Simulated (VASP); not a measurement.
Output of a VASP run:

**OSZICAR**
```
...
       N       E                     dE             d eps       ncg     rms          rms(c)
DAV:   1    -0.388464333556E+01   -0.76447E-01   -0.27035E+00  1951   0.131E+01    0.140E+00
DAV:   2    -0.382724476175E+01    0.57399E-01   -0.84946E-02  1966   0.257E+00    0.661E-01
DAV:   3    -0.380905465549E+01    0.18190E-01   -0.30253E-02  1976   0.155E+00    0.335E-01
DAV:   4    -0.380770631161E+01    0.13483E-02   -0.36833E-03  1994   0.541E-01    0.349E-02
DAV:   5    -0.380770182035E+01    0.44913E-05   -0.31523E-04  2024   0.150E-01    0.275E-02
DAV:   6    -0.380770267135E+01   -0.85100E-06   -0.12996E-05  1951   0.305E-02    0.383E-03
DAV:   7    -0.380770273408E+01   -0.62722E-07   -0.43405E-07   999   0.654E-03
   4 F= -.38077027E+01 E0= -.38069901E+01  d E =-.529777E-03
       N       E                     dE             d eps       ncg     rms          rms(c)
DAV:   1    -0.384778679167E+01   -0.40084E-01   -0.13892E+00  1958   0.949E+00    0.102E+00
DAV:   2    -0.381828098698E+01    0.29506E-01   -0.41918E-02  1965   0.185E+00    0.472E-01
DAV:   3    -0.380911756519E+01    0.91634E-02   -0.15608E-02  1978   0.114E+00    0.254E-01
DAV:   4    -0.380837649443E+01    0.74107E-03   -0.19300E-03  2000   0.394E-01    0.263E-02
DAV:   5    -0.380836790046E+01    0.85940E-05   -0.21292E-04  2023   0.125E-01    0.209E-02
DAV:   6    -0.380836606968E+01    0.18308E-05   -0.83746E-06  1938   0.248E-02    0.378E-03
DAV:   7    -0.380836600372E+01    0.65957E-07   -0.54226E-07   982   0.752E-03
   5 F= -.38083660E+01 E0= -.38077361E+01  d E =-.119305E-02
       N       E                     dE             d eps       ncg     rms          rms(c)
DAV:   1    -0.380874864169E+01   -0.38257E-03   -0.13300E-02  1953   0.924E-01    0.990E-02
DAV:   2    -0.380846512326E+01    0.28352E-03   -0.40564E-04  1958   0.184E-01    0.462E-02
DAV:   3    -0.380837724608E+01    0.87877E-04   -0.15039E-04  1969   0.113E-01    0.243E-02
DAV:   4    -0.380837231248E+01    0.49336E-05   -0.18975E-05  2001   0.390E-02    0.250E-03
DAV:   5    -0.380837223490E+01    0.77582E-07   -0.19225E-06  1015   0.121E-02
   6 F= -.38083722E+01 E0= -.38077298E+01  d E =-.119928E-02
       N       E                     dE             d eps       ncg     rms          rms(c)
DAV:   1    -0.380841376406E+01   -0.41452E-04   -0.14500E-03  1960   0.306E-01    0.332E-02
DAV:   2    -0.380838330354E+01    0.30461E-04   -0.44965E-05  1958   0.612E-02    0.154E-02
DAV:   3    -0.380837326424E+01    0.10039E-04   -0.16667E-05  1969   0.377E-02    0.806E-03
DAV:   4    -0.380837185289E+01    0.14114E-05   -0.20576E-06  1561   0.130E-02    0.840E-04
DAV:   5    -0.380837184610E+01    0.67862E-08   -0.24905E-07   956   0.442E-03
   7 F= -.38083718E+01 E0= -.38077339E+01  d E =-.119889E-02
       N       E                     dE             d eps       ncg     rms          rms(c)
DAV:   1    -0.381143467332E+01   -0.30628E-02   -0.68375E-02  1916   0.224E+00    0.315E-01
DAV:   2    -0.380887996599E+01    0.25547E-02   -0.53297E-03  1940   0.611E-01    0.108E-01
DAV:   3    -0.380845050945E+01    0.42946E-03   -0.11658E-03  1931   0.294E-01    0.757E-02
DAV:   4    -0.380840946107E+01    0.41048E-04   -0.83697E-05  1959   0.771E-02    0.538E-03
DAV:   5    -0.380840878391E+01    0.67717E-06   -0.12675E-05  1985   0.302E-02    0.493E-03
DAV:   6    -0.380840857771E+01    0.20620E-06   -0.29020E-07   960   0.462E-03
   8 F= -.38084086E+01 E0= -.38077728E+01  d E =-.367316E-04
```

OUTCAR:
```
------------------------ aborting loop because EDIFF is reached ----------------------------------------
  FORCE on cell =-STRESS in cart. coord.  units (eV):
  Direction    XX          YY          ZZ          XY          YZ          ZX
  --------------------------------------------------------------------------------------
  Total       -0.0067907     -0.0067907     -0.0146093     -0.0000000     -0.0000000      0.0000000
  in kB       -0.1654486     -0.1654486     -0.3559435     -0.0000000     -0.0000000      0.0000000
  external PRESSURE =      -0.2289469 kB  Pullay stress =       0.0000000 kB
  volume of cell :       65.76
      direct lattice vectors                 reciprocal lattice vectors
     1.813970218 -3.141888700 -0.000000000     0.275638483 -0.159139947 -0.000000000
     1.813970218  3.141888700  0.000000000     0.275638483  0.159139947  0.000000000
    -0.000000000 -0.000000000  5.769114486    -0.000000000 -0.000000000  0.173336827
 POSITION                                       TOTAL-FORCE (eV/Angst)
 -----------------------------------------------------------------------------------
      1.81397      1.04730      1.44228        -0.000000     -0.000000     -0.000000
      1.81397     -1.04730      4.32684         0.000000      0.000000      0.000000
 -----------------------------------------------------------------------------------
    total drift:                                0.000024      0.000490      0.000010
  FREE ENERGIE OF THE ION-ELECTRON SYSTEM (eV)
  ---------------------------------------------------
  free  energy   TOTEN  =        -3.8084085777 eV

  energy  without entropy=       -3.8065013807  energy(sigma->0) =       -3.80777285

 reached required accuracy - stopping structural energy minimisation
```
(Selected blocks of OUTCAR.)

POSCAR:
```
Tl
1
    1.8310833566    -3.1715295279     0.0000000000
    1.8310833566     3.1715295279     0.0000000000
   -0.0000000000    -0.0000000000     5.7017426380
Tl
2
Direct
  0.3333330000   0.6666670000   0.2500000000
  0.6666670000   0.3333330000   0.7500000000
```

Q: Write an INCAR and KPOINTS that could have produced this output.

A: Several could match; the one computed here: the input of the run itself, revPBE GGA, plane waves, VASP's PBE PAW potentials (set 64).

**KPOINTS**
```
Automatic
0
G
10 10 6
0 0 0
```

**INCAR**
```
SYSTEM = Tl
PREC = Accurate
ENCUT = 520
EDIFF = 1E-6
NELM = 100
ALGO = Normal
LREAL = .FALSE.
LASPH = .TRUE.
ISMEAR = 1
SIGMA = 0.1
GGA = RE
LMAXMIX = 4
LWAVE = .FALSE.
LCHARG = .FALSE.
IBRION = 2
ISIF = 3
NSW = 60
EDIFFG = -0.01
```

POTCAR, in this order: Tl_d (PBE.64 set). Program: vasp_std.

The compound is Tl in the hcp structure. This run relaxes it. Symmetry was kept, so distortions that lower it aren't found. The start is the result of an earlier pass.
